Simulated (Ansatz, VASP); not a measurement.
# One calculation of CuGe, two programs

INCAR

```
SYSTEM = CuGe
ALGO = Normal ; EDIFF = 1E-6
EDIFFG = -0.04 ; ENCUT = 600
GGA = PE ; IBRION = 2
ISIF = 3 ; ISMEAR = 0
LASPH = .True. ; LCHARG = .False.
LREAL = .False. ; LWAVE = .False.
NELM = 60 ; NSW = 90
PREC = Accurate ; SIGMA = 0.1
```

KPOINTS

```
k-points
0
Gamma
  6 6 4
  0 0 0
```

The input POSCAR:

```
CuGe
1.0
    2.8992891158      0.0000000000      0.0000000000
    0.0000000000      2.8992891158      0.0000000000
    0.0000000000      0.0000000000      3.8001396625
Cu Ge
1 1
Direct
    0.5000000000      0.5000000000      0.5000000000
    0.0000000000      0.0000000000      0.0000000000
```

Input for Ansatz:

```yaml
crystal:
  lattice:
    - [2.8992891158, 0.0, 0.0]
    - [0.0, 2.8992891158, 0.0]
    - [0.0, 0.0, 3.8001396625]
  atoms:
    - { symbol: Cu, position: [0.5, 0.5, 0.5] }
    - { symbol: Ge, position: [0.0, 0.0, 0.0] }
basis:
  ecutwfc: 420
kpoints:
  mp_grid: { grid: [6, 6, 4] }
hamiltonian:
  xc: pbe
scf:
  occupations: { method: gaussian, width: 0.1 }
  lower_state_search: "off"
output:
  forces: true
  stress: true
  eigenvalues: true
relax:
  adjacent_minimum: "off"
  f_tol: 0.04
  max_steps: 70
  cell: { stress_tol: 0.4 }
```

Alike in both runs: task relaxation of cell and atoms; functional PBE; k mesh 6 × 6 × 4; occupations gaussian, width 0.1 eV; no spin polarisation.

|  | VASP | Ansatz |
| --- | --- | --- |
| version | VASP 6.6.1 | Ansatz 0.2.0 |
| potentials or method | VASP PAW PBE potentials, release 64 (Cu, Ge_d) | scalar-relativistic, plane waves, PAW |
| plane-wave cutoff (eV) | 600 | 420 |
| valence electrons in the cell | 25 | 33 |

Ansatz gave:

* gap on the k mesh at the Fermi level, each at its own relaxed structure (eV): none
* relaxed volume (Å³/atom): 15.14
* relaxed cell length with the largest relative difference (Å): 3.618
* energy change over the relaxation (meV/atom): -18

Question: Which values does VASP return?

Answer: gap on the k mesh at the Fermi level, each at its own relaxed structure (eV): none; relaxed volume (Å³/atom): 15.15; relaxed cell length with the largest relative difference (Å): 3.622; energy change over the relaxation (meV/atom): -17.

A gap of «none» marks a metal or a gap that the smearing closes. The two sets of potentials don't hold the same shells in valence.

Caveats: the k mesh is coarse (spacing up to 0.41 Å⁻¹), so the values aren't converged.
